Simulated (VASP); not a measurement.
# SiB2 (P6/mmm) in VASP: density of states with PBE

Aim: the density of states of SiB2 with PBE.

Everything below comes from runs of VASP 6.6.1. Logs are shortened: lines on timing, memory, paths and dates and some standing lists are left out, and cuts for length are marked.

### 1 The crystal as given

The structure is hexagonal, space group P6/mmm (No. 191). Conventional cell: a = 2.981 Å, b = 2.981 Å, c = 3.525 Å, α = 90.00°, β = 90.00°, γ = 120.00°. Si (site symmetry 6/mmm) has 12 B at 2.46 Å as nearest neighbours. B (site symmetry -6m2) is surrounded by 3 B at 1.72 Å.

The cell was built by a generator and needn't be a form met in nature.

### 2 Density of states, PBE

POSCAR

```
SiB2                                    
1.0
    2.9805100196      0.0000000000     -0.0000000000
   -1.4902550098      2.5811974014      0.0000000000
    0.0000000000     -0.0000000000      3.5248981609
  Si              B             
     1     2
Direct
     0.0000000000000000    0.0000000000000000    0.0000000000000000
     0.3333333300000021    0.6666666699999979    0.5000000000000000
     0.6666666699999979    0.3333333300000021    0.5000000000000000
```

INCAR.step1

```
SYSTEM = SiB2
PREC = Accurate ; ENCUT = 520
EDIFF = 1E-7 ; ISMEAR = 0
SIGMA = 0.1 ; LREAL = .False.
LASPH = .True. ; NELM = 60
ALGO = Fast ; ISIF = 2
LWAVE = .False. ; LCHARG = .True.
GGA = PE
```

KPOINTS.step1

```
regular mesh
0
Gamma
  14 14 10
  0 0 0
```

INCAR.step2

```
SYSTEM = SiB2
PREC = Accurate ; ENCUT = 520
EDIFF = 1E-7 ; ISMEAR = -5
SIGMA = 0.1 ; LREAL = .False.
LASPH = .True. ; NELM = 60
ALGO = Fast ; ISIF = 2
LWAVE = .False. ; LCHARG = .False.
GGA = PE ; LORBIT = 10
NEDOS = 1001 ; ICHARG = 11
```

KPOINTS.step2

```
regular mesh
0
Gamma
  21 21 15
  0 0 0
```

Potentials or basis: VASP PAW PBE potentials, release 64 (Si, B).

Run with:

```console
$ cat potpaw_PBE.64/Si/POTCAR potpaw_PBE.64/B/POTCAR > POTCAR
$ cp INCAR.step1 INCAR
$ cp KPOINTS.step1 KPOINTS
$ mpirun -np 1 vasp_std > vasp.out
$ cp INCAR.step2 INCAR
$ cp KPOINTS.step2 KPOINTS
$ mpirun -np 1 vasp_std > vasp.out
```

OUTCAR:

```text
SYSTEM = SiB2
   PREC = Accurate
   ENCUT = 520
   EDIFF = 1E-7
   ISMEAR = -5
   LREAL = .False.
   LASPH = .True.
   NELM = 60
   ISIF = 2
   GGA = PE
   LORBIT = 10
   ICHARG = 11

 ion  position               nearest neighbor table
   1  0.000  0.000  0.000-   2 2.46   3 2.46   2 2.46   3 2.46   3 2.46   3 2.46   2 2.46   2 2.46
                             3 2.46   3 2.46   2 2.46   2 2.46
   2  0.333  0.667  0.500-   3 1.72   3 1.72   3 1.72   1 2.46   1 2.46   1 2.46   1 2.46   1 2.46
                             1 2.46
   3  0.667  0.333  0.500-   2 1.72   2 1.72   2 1.72   1 2.46   1 2.46   1 2.46   1 2.46   1 2.46
                             1 2.46

  LATTYP: Found a hexagonal cell.
 ALAT       =     2.9805100196
 C/A-ratio  =     1.1826493244

  Lattice vectors:

 A1 = (   2.9805100196,   0.0000000000,   0.0000000000)
 A2 = (  -1.4902550098,   2.5811974014,   0.0000000000)
 A3 = (   0.0000000000,   0.0000000000,   3.5248981609)

Analysis of symmetry for initial positions (statically):
=====================================================================
 Subroutine PRICEL returns:
 Original cell was already a primitive cell.

 Routine SETGRP: Setting up the symmetry group for a
 hexagonal supercell.

 Subroutine GETGRP returns: Found 24 space group operations
 (whereof 24 operations were pure point group operations)
 out of a pool of 24 trial point group operations.

The static configuration has the point symmetry D_6h.

Analysis of symmetry for dynamics (positions and initial velocities):
=====================================================================
 Subroutine PRICEL returns:
 Original cell was already a primitive cell.

 Routine SETGRP: Setting up the symmetry group for a
 hexagonal supercell.

 Subroutine GETGRP returns: Found 24 space group operations
 (whereof 24 operations were pure point group operations)
 out of a pool of 24 trial point group operations.

The dynamic configuration has the point symmetry D_6h.

 Subroutine INISYM returns: Found 24 space group operations
 (whereof 24 operations are pure point group operations),
 and found     1 'primitive' translations

----------------------------------------------------------------------------------------

                                     Primitive cell

  volume of cell :      27.1180

  direct lattice vectors                    reciprocal lattice vectors
     2.980510020  0.000000000  0.000000000     0.335513048  0.193708548  0.000000000
[... 108 lines left out ...]
   IMIX   =      4    mixing-type and parameters
     AMIX     =   0.40;   BMIX     =  1.00
     AMIX_MAG =   1.60;   BMIX_MAG =  1.00
  volume/ion in A,a.u.               =       9.04        61.00
  Fermi-wavevector in a.u.,A,eV,Ry     =   1.173966  2.218473 18.751484  1.378195
  Thomas-Fermi vector in A             =   2.310370
   LORBIT       =     10    0 simple, 1 ext, 2 COOP (PROOUT), +10 PAW based schemes
   GGA     = PE    functional components
   LHFCALC =     F    Hartree Fock is set to
   AEXX    =    0.0000 exact exchange contribution
   IVDW    =     0    specifies the selected vdW correction
   LEPSILON=     F    determine dielectric tensor
   LRPA    =     F    only Hartree local field effects (RPA)
 non-spin polarized calculation
 RMM-DIIS sequential band-by-band and
 Fermi weights with tetrahedron method with Bloechl corrections
  energy-cutoff  :      520.00
  volume of cell :       27.12
 maximum number of plane-waves:       753
 NGX is ok and might be reduce to    24

 number of electron      10.0000000 magnetization

 Free energy of the ion-electron system (eV)
  ---------------------------------------------------
  ext. energy  EPLUGINS =         0.00000000
  ---------------------------------------------------
  free energy    TOTEN  =       -17.25969898 eV

  energy without entropy =      -17.25969898  energy(sigma->0) =      -17.25969898

 E-fermi :   9.4307     XC(G=0): -11.8319

 val. band max:        9.5662727076   @ k =   0.2857   0.2381   0.0667
 cond. band min:       9.2326729271   @ k =   0.4286   0.0952   0.0000
 fundamental gap:     -0.3335997805
 Fermi energy:         9.4307372555

 k-point     1 :       0.0000    0.0000    0.0000
  band No.  band energies     occupation
      1      -6.4255      2.00000
      2       3.0497      2.00000
      3       5.6498      2.00000
      4       8.5585      2.00000
      5       8.5585      2.00000
      6      12.5608      0.00000
      7      12.5608      0.00000
      8      17.5210      0.00000
      9      17.6896      0.00000
[... 265 lines left out ...]
 k-point    24 :       0.1905    0.0952    0.0000
  band No.  band energies     occupation
      1      -5.1960      2.00000
      2       4.2777      2.00000
      3       4.3642      2.00000
      4       5.6065      2.00000
      5       6.7313      2.00000
      6      12.0276      0.00000
      7      14.8734      0.00000
      8      15.2040      0.00000
      9      15.5102      0.00000

 [... further k-points ...]

------------------------ aborting loop because EDIFF is reached ----------------------------------------

  FORCE on cell =-STRESS in cart. coord.  units (eV):
  Direction    XX          YY          ZZ          XY          YZ          ZX
  --------------------------------------------------------------------------------------
  -------------------------------------------------------------------------------------
  Total       -0.0727941     -0.0727941      0.3020260      0.0000000     -0.0000000      0.0000000
  in kB       -4.3007893     -4.3007893     17.8441801      0.0000000     -0.0000000      0.0000000
  external PRESSURE =       3.0808672 kB  Pullay stress =       0.0000000 kB

 VOLUME and BASIS-vectors are now :
 -----------------------------------------------------------------------------
  energy-cutoff  :      520.00
  volume of cell :       27.12
      direct lattice vectors                 reciprocal lattice vectors
     2.980510020  0.000000000  0.000000000     0.335513048  0.193708548  0.000000000
    -1.490255010  2.581197401  0.000000000     0.000000000  0.387417095  0.000000000
     0.000000000  0.000000000  3.524898161     0.000000000  0.000000000  0.283696139

 POSITION                                       TOTAL-FORCE (eV/Angst)
 -----------------------------------------------------------------------------------
      0.00000      0.00000      0.00000        -0.000000      0.000000     -0.000000
     -0.00000      1.72080      1.76245        -0.000000      0.000000     -0.000000
      1.49026      0.86040      1.76245         0.000000     -0.000000      0.000000
 -----------------------------------------------------------------------------------
    total drift:                                0.000000      0.000000      0.000000

  FREE ENERGIE OF THE ION-ELECTRON SYSTEM (eV)
  ---------------------------------------------------
  free  energy   TOTEN  =       -17.2596989768 eV

  energy  without entropy=      -17.2596989768  energy(sigma->0) =      -17.25969898

 total charge

# of ion       s       p       d       tot
------------------------------------------
    1        0.855   0.618   0.000   1.473
    2        0.698   1.254   0.000   1.953
    3        0.698   1.254   0.000   1.953
--------------------------------------------------
tot          2.251   3.127   0.000   5.379
```

It took 78 s on 1 thread of Intel Xeon Platinum 8259CL at 2.50GHz (Skylake/Cascade Lake), shared host; peak memory 0.22 GiB.

Results:

```
Valence electrons inside the program's atomic spheres : Si 1.47; B 1.95
```

States per cell in windows of 0.5 eV (zero at the Fermi level; states under -8 eV left out):
```tsv
from (eV)	total	B2_p	B3_p	Si1_p	Si1_s	B2_s	B3_s
-8.0	0.34	0.04	0.04	0.02	0.03	0.03	0.03
-7.5	0.38	0.04	0.04	0.02	0.03	0.03	0.03
-7.0	0.38	0.05	0.05	0.03	0.03	0.03	0.03
-6.5	0.41	0.05	0.05	0.03	0.03	0.03	0.03
-6.0	0.42	0.06	0.06	0.03	0.03	0.02	0.02
-5.5	0.42	0.07	0.07	0.03	0.03	0.02	0.02
-5.0	0.46	0.08	0.08	0.03	0.02	0.02	0.02
-4.5	0.51	0.10	0.10	0.04	0.02	0.02	0.02
-4.0	0.54	0.11	0.11	0.03	0.02	0.01	0.01
-3.5	0.47	0.09	0.09	0.03	0.03	0.01	0.01
-3.0	0.42	0.08	0.08	0.03	0.03	0.01	0.01
-2.5	0.35	0.06	0.06	0.03	0.03	0.01	0.01
-2.0	0.38	0.07	0.07	0.03	0.03	0.01	0.01
-1.5	0.37	0.06	0.06	0.03	0.04	0.01	0.01
-1.0	0.38	0.05	0.05	0.03	0.05	0.01	0.01
-0.5	0.29	0.03	0.03	0.03	0.05	0.01	0.01
0.0	0.26	0.03	0.03	0.03	0.04	0.01	0.01
0.5	0.32	0.04	0.04	0.04	0.04	0.01	0.01
1.0	0.38	0.04	0.04	0.05	0.04	0.01	0.01
1.5	0.43	0.04	0.04	0.06	0.04	0.02	0.02
2.0	0.47	0.05	0.05	0.07	0.03	0.02	0.02
2.5	0.50	0.05	0.05	0.08	0.03	0.01	0.01
3.0	0.45	0.04	0.04	0.08	0.01	0.01	0.01
3.5	0.53	0.04	0.04	0.11	0.01	0.02	0.02
4.0	0.55	0.05	0.05	0.12	0.01	0.02	0.02
4.5	0.74	0.08	0.08	0.16	0.01	0.03	0.03
5.0	0.72	0.08	0.08	0.14	0.01	0.02	0.02
5.5	0.54	0.07	0.07	0.10	0.01	0.01	0.01
6.0	0.57	0.08	0.08	0.11	0.01	0.01	0.01
6.5	0.48	0.07	0.07	0.09	0.01	0.01	0.01
7.0	0.38	0.06	0.06	0.07	0.00	0.01	0.01
7.5	0.27	0.04	0.04	0.05	0.00	0.01	0.01
```

Caveat: tetrahedron occupations give inexact forces and stress in metals.
